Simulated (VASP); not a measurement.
All values below come from PBE GGA, VASP's PBE PAW potentials (set 64) (plane waves; VASP).

VASP ran on this input.

**POSCAR**
```
Rh16H
5.4076470
  0.9999999974   0.0000000000   0.0000000000
  0.0000000000   0.9999999974   0.0000000000
  0.0000000000   0.0000000000   3.6657900930
Rh H
16 1
Direct
  0.2500000000   0.2492297254   0.3591348564
  0.7500000000   0.2497128642   0.3590222304
  0.2500000000   0.7507702746   0.3591348564
  0.7500000000   0.7502871358   0.3590222304
  0.9991069584   0.0000000000   0.4520638972
  0.5008930416   0.0000000000   0.4520638972
  0.0012505890   0.5000000000   0.4515163658
  0.4987494110   0.5000000000   0.4515163658
  0.2500000000   0.2496434797   0.5491209835
  0.7500000000   0.2521752030   0.5492605408
  0.2500000000   0.7503565203   0.5491209835
  0.7500000000   0.7478247970   0.5492605408
  0.9996179580   0.0000000000   0.6431556497
  0.5003820420   0.0000000000   0.6431556497
  0.9995578491   0.5000000000   0.6421524427
  0.5004421509   0.5000000000   0.6421524427
  0.2500000000   0.0000000000   0.6996790668
```

**INCAR**
```
SYSTEM = Rh16H
PREC = Normal
ENCUT = 400
EDIFF = 1E-6
NELM = 100
ALGO = Normal
LREAL = .FALSE.
LASPH = .TRUE.
ISMEAR = 1
SIGMA = 0.1
GGA = PE
LMAXMIX = 4
LWAVE = .FALSE.
LCHARG = .FALSE.
NELMIN = 4
LDIPOL = .TRUE.
IDIPOL = 3
DIPOL = 0.5 0.5 0.5
LVHAR = .TRUE.
LORBIT = 11
```

KPOINTS:
```
kpoints
0
G
5 5 1
0 0 0
```

POTCAR, in this order: Rh H (PBE.64 set). Program: vasp_std. Read from the step before: WAVECAR.

The resulting files:

**OSZICAR**
```
       N       E                     dE             d eps       ncg     rms          rms(c)
DAV:   1    -0.111455366073E+03   -0.11146E+03   -0.26414E-02  2228   0.924E-01    0.135E+00
DAV:   2    -0.115512772513E+03   -0.40574E+01   -0.64430E+00  2326   0.154E+01    0.198E+01
DAV:   3    -0.111496861835E+03    0.40159E+01   -0.44990E+00  2537   0.134E+01    0.282E+00
DAV:   4    -0.111438120037E+03    0.58742E-01   -0.39018E-01  2062   0.251E+00    0.444E-01
DAV:   5    -0.111440471945E+03   -0.23519E-02   -0.27030E-02  1934   0.855E-01    0.499E-01
DAV:   6    -0.111438298371E+03    0.21736E-02   -0.81941E-03  1981   0.557E-01    0.158E-01
DAV:   7    -0.111438140087E+03    0.15828E-03   -0.14534E-03  1985   0.229E-01    0.894E-02
DAV:   8    -0.111438073589E+03    0.66498E-04   -0.24696E-04  1999   0.997E-02    0.418E-02
DAV:   9    -0.111438073004E+03    0.58575E-06   -0.52815E-05  2080   0.384E-02    0.387E-02
DAV:  10    -0.111438067556E+03    0.54473E-05   -0.38893E-05  2080   0.324E-02    0.240E-02
DAV:  11    -0.111438066672E+03    0.88407E-06   -0.22956E-05  2046   0.284E-02    0.201E-02
DAV:  12    -0.111438063323E+03    0.33493E-05   -0.10075E-05  1823   0.192E-02    0.451E-03
DAV:  13    -0.111438063790E+03   -0.46721E-06   -0.13510E-06   869   0.693E-03
   1 F= -.11143806E+03 E0= -.11143496E+03  d E =-.931008E-02
```

OUTCAR:
```
------------------------ aborting loop because EDIFF is reached ----------------------------------------
  FORCE on cell =-STRESS in cart. coord.  units (eV):
  Direction    XX          YY          ZZ          XY          YZ          ZX
  --------------------------------------------------------------------------------------
  Total       -9.2291092     -9.3332148     -0.1265006      0.0000000      0.0000000      0.0000000
  in kB      -25.5080802    -25.7958147     -0.3496315      0.0000000      0.0000000      0.0000000
  external PRESSURE =     -17.2178421 kB  Pullay stress =       0.0000000 kB
  volume of cell :      579.69
      direct lattice vectors                 reciprocal lattice vectors
     5.407646986  0.000000000  0.000000000     0.184923314  0.000000000  0.000000000
     0.000000000  5.407646986  0.000000000     0.000000000  0.184923314  0.000000000
     0.000000000  0.000000000 19.823298799     0.000000000  0.000000000  0.050445691
 POSITION                                       TOTAL-FORCE (eV/Angst)
 -----------------------------------------------------------------------------------
      1.35191      1.34775      7.11924         0.000000     -0.010981     -0.012425
      4.05574      1.35036      7.11700         0.000000     -0.005041     -0.003834
      1.35191      4.05990      7.11924         0.000000      0.010981     -0.012425
      4.05574      4.05729      7.11700         0.000000      0.005041     -0.003834
      5.40282      0.00000      8.96140         0.004695     -0.000000      0.003616
      2.70865      0.00000      8.96140        -0.004695     -0.000000      0.003616
      0.00676      2.70382      8.95054        -0.000940     -0.000000      0.003178
      2.69706      2.70382      8.95054         0.000940     -0.000000      0.003178
      1.35191      1.34998     10.88539         0.000000      0.003771     -0.000077
      4.05574      1.36367     10.88816         0.000000      0.002989      0.006088
      1.35191      4.05766     10.88539         0.000000     -0.003771     -0.000077
      4.05574      4.04397     10.88816         0.000000     -0.002989      0.006088
      5.40558      0.00000     12.74947        -0.005775     -0.000000      0.001731
      2.70589      0.00000     12.74947         0.005775     -0.000000      0.001731
      5.40526      2.70382     12.72958        -0.003574     -0.000000      0.007919
      2.70621      2.70382     12.72958         0.003574     -0.000000      0.007919
      1.35191      0.00000     13.86995         0.000000     -0.000000     -0.012394
 -----------------------------------------------------------------------------------
    total drift:                                0.000000      0.000000     -0.001712
  FREE ENERGIE OF THE ION-ELECTRON SYSTEM (eV)
  ---------------------------------------------------
  free  energy   TOTEN  =      -111.4380637902 eV

  energy  without entropy=     -111.4287537133  energy(sigma->0) =     -111.43496043

 total charge

# of ion       s       p       d       tot
------------------------------------------
    1        0.464   0.385   7.381   8.229
    2        0.463   0.382   7.382   8.228
    3        0.464   0.385   7.381   8.229
    4        0.463   0.382   7.382   8.228
    5        0.503   0.577   7.339   8.419
    6        0.503   0.577   7.339   8.419
    7        0.503   0.578   7.338   8.419
    8        0.503   0.578   7.338   8.419
    9        0.501   0.572   7.335   8.408
   10        0.504   0.573   7.343   8.421
   11        0.501   0.572   7.335   8.408
   12        0.504   0.573   7.343   8.421
   13        0.477   0.460   7.390   8.328
   14        0.477   0.460   7.390   8.328
   15        0.459   0.379   7.387   8.225
   16        0.459   0.379   7.387   8.225
   17        0.509   0.020   0.000   0.528
--------------------------------------------------
tot          8.258   7.830 117.792 133.881
```
(Selected blocks of OUTCAR.)

The cell is a thin slab with vacuum, built from Rh (fcc): (100) face, H adsorbed.
